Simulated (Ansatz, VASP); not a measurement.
# Cross-check of HfC between VASP and Ansatz, part 2 of 2

One calculation is typed for both programs; each brings its own data sets. How far apart do they land? The cell is taken from a series of runs on this material, whose earlier steps may have relaxed, scaled, displaced or heated it; both programs get it as it stands.

VASP 6.6.1 and Ansatz 0.2.0.

So far: Set-up; Ansatz: zone-centre phonons, LDA.

## 3. VASP: zone-centre phonons, LDA

Level of this step: LDA; plane waves and PAW (C, Hf_pv) (VASP).

The same cell, functional (in two slightly different forms), mesh and smearing now go to VASP, with its own data sets.

Lines of VASP's logs that name or quote its potential files are left out, and so is its time.

Input file INCAR:

```
SYSTEM = HfC
PREC = Accurate
ENCUT = 600
EDIFF = 1E-08
NELM = 120
ISMEAR = 1
SIGMA = 0.2
LREAL = .FALSE.
ALGO = Normal
GGA = PW92
NBANDS = 13
LASPH = .TRUE.
LORBIT = 11
LWAVE = .FALSE.
LCHARG = .FALSE.
ISIF = 2
IBRION = 8
GGA_COMPAT = .FALSE.
KPAR = 2
```

Input file POSCAR:

```
HfC
1.0
   -0.0601665630      2.2550842569      2.2981601356
    2.2550842569     -0.0601665630      2.2981601356
    2.1949176939      2.1949176939      0.0000000000
C Hf
1 1
Direct
    0.0000000000      0.0000000000      0.0000000000
    0.5000000000      0.5000000000      0.5000000000
```

Input file KPOINTS:

```
Automatic mesh
0
Gamma
16 16 16
0 0 0
```

Potentials, in the order of the species: C and Hf_pv (LDA family, release 64).

On the command line:

```
> mpirun -np 2 vasp_std
```

Numbers of over 12 decimals in the logs are rounded to 6 here.

What it wrote:

```text
[banner, memory and clock lines left out]
running    2 mpi-ranks, on    1 nodes
 distrk:  each k-point on    1 cores,    2 groups
 distr:  one band on    1 cores,    1 groups

 POSCAR found type information on POSCAR C Hf
 POSCAR found :  2 types and       2 ions
|                                                                             |
|               ----> ADVICE to this user running VASP <----                  |
|                                                                             |
|     You enforced a specific xc type in the INCAR file but a different       |
|     [... a line on the potential file left out ...]
|     I HOPE YOU KNOW WHAT YOU ARE DOING!                                     |
|                                                                             |

 LDA part: xc-table for (Slater(with rela. corr.)+PW92), standard interpolation
 POSCAR, INCAR and KPOINTS ok, starting setup
 FFT: planning ... GRIDC
 FFT: planning ... GRID_SOFT
 FFT: planning ... GRID
 WAVECAR not read
 entering main loop
       N       E                     dE             d eps       ncg     rms          rms(c)
DAV:   1     0.237792072153E+02    0.23779E+02   -0.86598E+03 16170   0.119E+03
DAV:   2    -0.242915826819E+02   -0.48071E+02   -0.45196E+02 20333   0.222E+02
DAV:   3    -0.259468112976E+02   -0.16552E+01   -0.16469E+01 20229   0.294E+01
DAV:   4    -0.259556816327E+02   -0.88703E-02   -0.88693E-02 18130   0.257E+00
DAV:   5    -0.259557424275E+02   -0.60795E-04   -0.60793E-04 20365   0.194E-01    0.660E+01
DAV:   6    -0.229204471845E+02    0.30353E+01   -0.13685E+01 18641   0.198E+01    0.464E+01
DAV:   7    -0.228555972931E+02    0.64850E-01   -0.59442E-01 18911   0.545E+00    0.252E+01
DAV:   8    -0.228405882809E+02    0.15009E-01   -0.48803E-02 19936   0.175E+00    0.502E+00
DAV:   9    -0.228362073200E+02    0.43810E-02   -0.21767E-02 19326   0.784E-01    0.182E+00
DAV:  10    -0.228357767006E+02    0.43062E-03   -0.15595E-03 19543   0.291E-01    0.631E-02
DAV:  11    -0.228357765989E+02    0.10177E-06   -0.68119E-05 19446   0.741E-02    0.649E-02
DAV:  12    -0.228357762558E+02    0.34308E-06   -0.13931E-06 20386   0.102E-02    0.195E-02
DAV:  13    -0.228357760612E+02    0.19464E-06   -0.54235E-07 19551   0.409E-03    0.745E-04
DAV:  14    -0.228357760632E+02   -0.20634E-08   -0.15987E-08 17074   0.107E-03
   1 F= -.22835776E+02 E0= -.22835777E+02  d E =0.219848E-05
 Linear response reoptimize wavefunctions to high precision
DAV:   1    -0.228357760632E+02    0.35243E-10   -0.65762E-10 14457   0.239E-04
 Linear response DOF=           4
 Linear response progress:
  Degree of freedom:   1/  4
       N       E                     dE             d eps       ncg     rms          rms(c)
RMM:   1    -0.125140807497E+00   -0.12514E+00    0.15362E-02 63222   0.199E+00
RMM:   2    -0.119571661805E+00    0.55691E-02   -0.37684E-03 45805   0.375E-01    0.507E-01
RMM:   3    -0.119887732899E+00   -0.31607E-03   -0.78418E-04 41981   0.161E-01    0.263E-01
RMM:   4    -0.120895870582E+00   -0.10081E-02   -0.47313E-04 42750   0.121E-01    0.406E-02
RMM:   5    -0.120889114554E+00    0.67560E-05   -0.12259E-05 47499   0.259E-02    0.116E-02
RMM:   6    -0.120889432208E+00   -0.31765E-06   -0.38435E-07 51363   0.416E-03    0.442E-03
RMM:   7    -0.120876455066E+00    0.12977E-04   -0.10392E-07 49955   0.224E-03    0.279E-03
RMM:   8    -0.120880097546E+00   -0.36425E-05   -0.11866E-08 52860   0.666E-04    0.295E-04
RMM:   9    -0.120879484128E+00    0.61342E-06   -0.37996E-09 55604   0.127E-04    0.212E-04
RMM:  10    -0.120879499397E+00   -0.15269E-07   -0.73108E-09 56871   0.382E-05    0.630E-05
RMM:  11    -0.120879532107E+00   -0.32710E-07   -0.36776E-09 55580   0.234E-05    0.201E-05
RMM:  12    -0.120879559103E+00   -0.26996E-07    0.26954E-09 54095   0.164E-05    0.362E-06
RMM:  13    -0.120879556063E+00    0.30393E-08    0.18073E-09 45532   0.143E-05    0.299E-06
 first order change of Fermi-energy   0.12038E-02
 force on displaced ion       1 direction 1 : -10.324   1.171   0.000
 Linear response progress:
  Degree of freedom:   2/  4
       N       E                     dE             d eps       ncg     rms          rms(c)
RMM:   1    -0.123009598981E+00   -0.12301E+00    0.23405E-02 35551   0.192E+00
RMM:   2    -0.118832443739E+00    0.41772E-02   -0.33387E-03 25907   0.357E-01    0.407E-01
RMM:   3    -0.119144888964E+00   -0.31245E-03   -0.70558E-04 23385   0.153E-01    0.209E-01
RMM:   4    -0.120108149234E+00   -0.96326E-03   -0.44299E-04 23836   0.117E-01    0.356E-02
RMM:   5    -0.120109117216E+00   -0.96798E-06   -0.11218E-05 26768   0.244E-02    0.107E-02
RMM:   6    -0.120107662177E+00    0.14550E-05   -0.36453E-07 28590   0.405E-03    0.399E-03
RMM:   7    -0.120096845729E+00    0.10816E-04   -0.85208E-08 27816   0.196E-03    0.258E-03
RMM:   8    -0.120099072118E+00   -0.22264E-05   -0.11329E-08 29754   0.597E-04    0.287E-04
RMM:   9    -0.120098860382E+00    0.21174E-06   -0.12057E-08 30774   0.104E-04    0.193E-04
RMM:  10    -0.120098867376E+00   -0.69949E-08   -0.19359E-08 31371   0.301E-05    0.550E-05
 first order change of Fermi-energy   0.10534E-02
 force on displaced ion       1 direction 3 :  -0.000  -0.000  -7.877
 Linear response progress:
  Degree of freedom:   3/  4
       N       E                     dE             d eps       ncg     rms          rms(c)
RMM:   1    -0.211437641766E+00   -0.21144E+00    0.38371E+00 31563   0.119E+01
RMM:   2    -0.206255768494E+00    0.51819E-02   -0.30228E-02 44068   0.127E+00    0.588E-01
RMM:   3    -0.205577063714E+00    0.67870E-03   -0.94921E-04 55098   0.149E-01    0.252E-01
RMM:   4    -0.205092790254E+00    0.48427E-03   -0.82576E-05 59271   0.525E-02    0.147E-01
RMM:   5    -0.204699547867E+00    0.39324E-03   -0.30429E-05 60471   0.354E-02    0.148E-02
RMM:   6    -0.204697610685E+00    0.19372E-05   -0.28017E-06 59608   0.107E-02    0.771E-03
RMM:   7    -0.204705971262E+00   -0.83606E-05   -0.64468E-07 64923   0.250E-03    0.746E-03
RMM:   8    -0.204707030533E+00   -0.10593E-05   -0.42589E-06 65041   0.617E-04    0.173E-03
RMM:   9    -0.204707671226E+00   -0.64069E-06   -0.30709E-06 65740   0.302E-04    0.236E-04
RMM:  10    -0.204708000328E+00   -0.32910E-06   -0.17901E-06 64367   0.114E-04    0.955E-05
RMM:  11    -0.204708044255E+00   -0.43926E-07   -0.82405E-07 68682   0.524E-05    0.853E-05
RMM:  12    -0.204708074281E+00   -0.30027E-07   -0.41973E-07 66030   0.330E-05    0.230E-05
RMM:  13    -0.204708081100E+00   -0.68188E-08   -0.21255E-07 62855   0.253E-05    0.350E-06
RMM:  14    -0.204708080561E+00    0.53920E-09   -0.10777E-07 54380   0.217E-05    0.943E-06
RMM:  15    -0.204708083012E+00   -0.24510E-08   -0.50099E-08 51316   0.200E-05    0.548E-06
 first order change of Fermi-energy  -0.11248E-02
 force on displaced ion       2 direction 1 : -10.322   1.172   0.000
 Linear response progress:
  Degree of freedom:   4/  4
       N       E                     dE             d eps       ncg     rms          rms(c)
RMM:   1    -0.212540907768E+00   -0.21254E+00    0.36739E+00 18255   0.116E+01
RMM:   2    -0.208460853399E+00    0.40801E-02   -0.29291E-02 25010   0.123E+00    0.508E-01
RMM:   3    -0.207861744364E+00    0.59911E-03   -0.89814E-04 30674   0.140E-01    0.200E-01
RMM:   4    -0.207439477505E+00    0.42227E-03   -0.69380E-05 33057   0.454E-02    0.127E-01
RMM:   5    -0.207053347802E+00    0.38613E-03   -0.26260E-05 33602   0.328E-02    0.128E-02
RMM:   6    -0.207047283622E+00    0.60642E-05   -0.32152E-06 33896   0.946E-03    0.521E-03
RMM:   7    -0.207058634390E+00   -0.11351E-04   -0.25444E-06 35556   0.219E-03    0.569E-03
RMM:   8    -0.207059715993E+00   -0.10816E-05   -0.41973E-06 36541   0.527E-04    0.125E-03
RMM:   9    -0.207060015549E+00   -0.29956E-06   -0.29102E-06 36220   0.247E-04    0.167E-04
RMM:  10    -0.207060302844E+00   -0.28729E-06   -0.17437E-06 35986   0.976E-05    0.842E-05
RMM:  11    -0.207060345588E+00   -0.42745E-07   -0.83113E-07 38891   0.434E-05    0.710E-05
RMM:  12    -0.207060362209E+00   -0.16620E-07   -0.44822E-07 35270   0.268E-05    0.836E-06
RMM:  13    -0.207060363031E+00   -0.82252E-09   -0.22854E-07 33992   0.210E-05    0.928E-06
RMM:  14    -0.207060366044E+00   -0.30130E-08   -0.13854E-07 29179   0.183E-05    0.462E-06
RMM:  15    -0.207060367422E+00   -0.13776E-08   -0.81843E-08 27573   0.171E-05    0.269E-07
 first order change of Fermi-energy  -0.85833E-03
 force on displaced ion       2 direction 3 :  -0.000  -0.000  -7.874
 Linear response finished
```

Parts of OUTCAR (step 3):

```text
ion  position               nearest neighbor table
   1  0.000  0.000  0.000-   2 2.26   2 2.26   2 2.26   2 2.26   2 2.30   2 2.30
   2  0.500  0.500  0.500-   1 2.26   1 2.26   1 2.26   1 2.26   1 2.30   1 2.30

  LATTYP: Found a body centered orthorhombic cell.
 ALAT       =     3.1040823710
 B/A-ratio  =     1.0548235254
 C/A-ratio  =     1.4807339889

 Subroutine GETGRP returns: Found  8 space group operations
 (whereof  8 operations were pure point group operations)

The static configuration has the point symmetry D_2h.

 Found    621 irreducible k-points:

   k-points           NKPTS =    621   k-points in BZ     NKDIM =    621   number of bands    NBANDS=     13

   dimension x,y,z NGX =    28 NGY =   28 NGZ =   28
   dimension x,y,z NGXF=    56 NGYF=   56 NGZF=   56

   ENCUT  =  600.0 eV  44.10 Ry    6.64 a.u.   6.43  6.43  6.20*2*pi/ulx,y,z

   NELECT =      14.0000    total number of electrons

 k-points in reciprocal lattice and weights: Automatic mesh
   0.00000000  0.00000000  0.00000000       0.000
   0.06250000  0.00000000  0.00000000       0.001
   0.12500000  0.00000000  0.00000000       0.001
   0.18750000 -0.00000000  0.00000000       0.001
   0.25000000  0.00000000  0.00000000       0.001
   0.31250000  0.00000000  0.00000000       0.001
   0.37500000 -0.00000000  0.00000000       0.001
   0.43750000 -0.00000000  0.00000000       0.001
   0.50000000  0.00000000  0.00000000       0.000
[...]
0.25000000  0.25000000  0.50000000       0.000
  -0.25000000  0.25000000  0.50000000       0.000

 average (electrostatic) potential at core
       1 -51.2719       2 -34.7980

  Total        1.5003599      1.5003599      0.0431520      1.4228749      0.0000000      0.0000000
  in kB      102.9151880    102.9151880      2.9599539     97.6002038      0.0000000      0.0000000
  external PRESSURE =      69.5967766 kB  Pullay stress =       0.0000000 kB

  energy-cutoff  :      600.00
  volume of cell :       23.36
      direct lattice vectors                 reciprocal lattice vectors
    -0.060166563  2.255084257  2.298160136    -0.215959323  0.215959323  0.217565344
     2.255084257 -0.060166563  2.298160136     0.215959323 -0.215959323  0.217565344
     2.194917694  2.194917694  0.000000000     0.227798975  0.227798975 -0.217565344

 POSITION                                       TOTAL-FORCE (eV/Angst)
 -----------------------------------------------------------------------------------
      0.00000      0.00000      0.00000         0.000000     -0.000000      0.000000
      2.19492      2.19492      2.29816         0.000000      0.000000     -0.000000
 -----------------------------------------------------------------------------------
    total drift:                                0.000000      0.000000      0.000000

 Eigenvectors and eigenvalues of the dynamical matrix
 ----------------------------------------------------

   1 f  =   15.799454 THz    99.270900 2PiTHz  527.013074 cm-1    65.341264 meV
             X         Y         Z           dx          dy          dz
      0.000000  0.000000  0.000000    -0.684453    0.684453   -0.000000
      2.194918  2.194918  2.298160     0.177552   -0.177552    0.000000

   2 f  =   14.098696 THz    88.584719 2PiTHz  470.281872 cm-1    58.307495 meV
             X         Y         Z           dx          dy          dz
      0.000000  0.000000  0.000000    -0.684459   -0.684459    0.000000
      2.194918  2.194918  2.298160     0.177529    0.177529    0.000000

   3 f  =   13.078838 THz    82.176763 2PiTHz  436.263078 cm-1    54.089704 meV
             X         Y         Z           dx          dy          dz
      0.000000  0.000000  0.000000    -0.000000   -0.000000   -0.967971
      2.194918  2.194918  2.298160     0.000000    0.000000    0.251062

   4 f/i=    0.000006 THz     0.000039 2PiTHz    0.000206 cm-1     0.000026 meV
             X         Y         Z           dx          dy          dz
      0.000000  0.000000  0.000000     0.177552   -0.177552    0.000000
      2.194918  2.194918  2.298160     0.684452   -0.684453    0.000000

   5 f/i=    0.000471 THz     0.002957 2PiTHz    0.015697 cm-1     0.001946 meV
             X         Y         Z           dx          dy          dz
      0.000000  0.000000  0.000000    -0.000000   -0.000000   -0.251062
      2.194918  2.194918  2.298160     0.000000    0.000000   -0.967971

   6 f/i=    0.000478 THz     0.003002 2PiTHz    0.015937 cm-1     0.001976 meV
             X         Y         Z           dx          dy          dz
      0.000000  0.000000  0.000000    -0.177529   -0.177529    0.000000
      2.194918  2.194918  2.298160    -0.684459   -0.684458    0.000000

 ELASTIC MODULI CONTR FROM IONIC RELAXATION (kBar)
 Direction    XX          YY          ZZ          XY          YZ          ZX
 --------------------------------------------------------------------------------
 XX           0.0000      0.0000      0.0000      0.0000      0.0000      0.0000
 YY           0.0000      0.0000      0.0000      0.0000      0.0000      0.0000
 ZZ           0.0000      0.0000      0.0000      0.0000      0.0000      0.0000
 XY           0.0000      0.0000      0.0000      0.0000      0.0000      0.0000
 YZ           0.0000      0.0000      0.0000      0.0000      0.0000      0.0000
 ZX           0.0000      0.0000      0.0000      0.0000      0.0000      0.0000
 --------------------------------------------------------------------------------
```

Energies printed during the response cycles are not total energies of the cell. Harder data sets than Hf_pv exist (the GW ones), and pressures, volumes and forces can shift noticeably with them.

## 4. Differences

Known differences besides the potentials themselves: the data sets hold 30 valence electrons in Ansatz (on its PAW soft_1 files) and 14 in VASP; the cutoff is 420 eV in Ansatz and 600 eV in VASP; VASP's log shows a relativistic correction to its local exchange, Ansatz's none. Total energies have different zeros and are not compared.

Compared:

```
             quantity  Ansatz   VASP  difference
optical mode 1 (cm⁻¹)   439.5  436.3     +0.75 %
optical mode 2 (cm⁻¹)   472.6  470.3     +0.50 %
optical mode 3 (cm⁻¹)   527.2  527.0     +0.04 %
```

Modes are paired by rising frequency, not by their patterns, so a pair may set unlike modes beside each other; they are those without the splitting of longitudinal modes.

## 5. Results

- r.m.s. difference of the optical zone-centre modes, each program's sorted by frequency (zone-centre phonons, LDA): 2.3 cm⁻¹
- difference in optical mode 1 (zone-centre phonons, LDA): +0.8 %

The r.m.s. difference of the optical zone-centre modes, each program's sorted by frequency is 2.3 cm⁻¹ (zone-centre phonons, LDA). The data sets hold unlike numbers of valence electrons (30 in Ansatz and 14 in VASP), so part of the differences comes from the potentials. Among the rows given in per cent, the largest difference of the zone-centre phonons, LDA pair is in optical mode 1, +0.8 %. How closely two codes agree says nothing of how well the functional describes the real material.

[Lines on the potential files, build, host, timing and source positions are cut from VASP's logs without a mark.]

[Logs are printed without paths, hosts, clocks, repeated set-up lines and the standing remarks that a program may print on its own settings, such as how far it seeks lower states.]

[Hosts, paths, dates, database ids (printed as entryN), source tags and the programs' standing remarks are cut or masked in the printed files.]
